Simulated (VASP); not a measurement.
A run of VASP 6.6.1 is set up as follows.

File INCAR:

```
SYSTEM = Si11WC12
ALGO     = Normal         ! electronic algorithm
EDIFF    = 1E-5           ! SCF threshold, eV
ENCUT    = 450            ! plane-wave cutoff, eV
GGA      = PS             ! functional
ISIF     = 2              ! what is computed and relaxed
ISMEAR   = 0              ! smearing method
ISPIN    = 2              ! spin polarisation
ISYM     = 0            
KPAR     = 4            
LASPH    = .True.         ! aspherical terms in the spheres
LCHARG   = .False.        ! write CHGCAR
LDAU     = .True.         ! DFT+U
LDAUJ    = 0 0 0        
LDAUL    = 2 -1 -1        ! shell
LDAUPRINT= 1            
LDAUTYPE = 2            
LDAUU    = 2 0 0          ! U, eV
LMAXMIX  = 4              ! l up to which the mixer works
LORBIT   = 11             ! projections on sites
LREAL    = Auto         
LWAVE    = .False.        ! write WAVECAR
MAGMOM   = 1 0 0 0 0 0 0 0 0 0 0 0 0 0 0 0 0 0 0 0 0 0 0 0 ! initial moments
NBANDS   = 75             ! bands
NELECT   = 105.0        
NELM     = 120            ! most SCF steps
PREC     = Accurate       ! precision mode
SIGMA    = 0.03           ! smearing width, eV
```

File KPOINTS:

```
k-points
0
Gamma
  2 3 3
  0 0 0
```

File POSCAR:

```
Si11WC12                                
1.0
    0.0000000000      6.5370000000      6.5370000000
    4.3580000000      0.0000000000      4.3580000000
    4.3580000000      4.3580000000      0.0000000000
  W               Si              C             
     1    11    12
Direct
     0.9971000840617251    0.0017572854534524    0.0017968331801642
     0.9987875123695613    0.9958468485345021    0.5037978563246126
     0.9989406813523163    0.5034859079351984    0.9960557533026680
     0.9987605354337447    0.5032617792069052    0.5035789594511827
     0.3385289539771261    0.9977224685080103    0.9987703368214372
     0.3412541239423667    0.9957727986993763    0.4961188628383169
     0.3411247857387079    0.4952915113750007    0.9967625475075148
     0.3351943074319347    0.4991586396224955    0.5001364518712204
     0.6668046580069091    0.9964088636665552    0.9977711401658390
     0.6635606095433780    0.9985062510574138    0.5091089363348648
     0.6634952056030429    0.5076499345038697    0.0000744240088788
     0.6682419414918124    0.4987519850415696    0.4999732105977467
     0.0893784884418759    0.1290387246058155    0.1293720951626678
     0.0910688162320053    0.1278076945460872    0.6080323932592919
     0.0909286867358107    0.6079950271683439    0.1282120959466730
     0.0850943818316978    0.6243413632461329    0.6245877415799791
     0.4200324114032390    0.1226434521965238    0.1235031725954228
     0.4158512376445536    0.1252692585707427    0.6273137718290223
     0.4157713527601104    0.6262475157995890    0.1263505285829022
     0.4189794519473646    0.6232988791925019    0.6242106847513983
     0.7349272611468384    0.1324443112261269    0.1339888247778099
     0.7514812561449508    0.1243311556696732    0.6249143235189649
     0.7515680655817182    0.6235627814128799    0.1254846906773757
     0.7506101911772013    0.6244065627612444    0.6259143649140495
```

Potentials or basis: VASP PAW PBE potentials, release 64 (W_sv, Si, C).

Run with:

```sh
$ cat potpaw_PBE.64/W_sv/POTCAR potpaw_PBE.64/Si/POTCAR potpaw_PBE.64/C/POTCAR > POTCAR
$ mpirun -np 4 vasp_std > vasp.out
```

(1) Predict the site moments.

(2) Predict the net moment.

(3) What does it give for the band gap on the k mesh?

## Answers

(1) W +0.57; Si +0.02, +0.01, +0.00; C -0.01, -0.00, +0.00 μB.

(2) 0.88 μB per cell.

(3) none (metal or under the smearing width).

Caveat: the k mesh is coarse (spacing up to 0.42 Å⁻¹), so the values aren't converged; the cell is charged against a uniform background, so pressure and absolute levels hang on convention; the U is typed as a test and isn't derived for this compound.
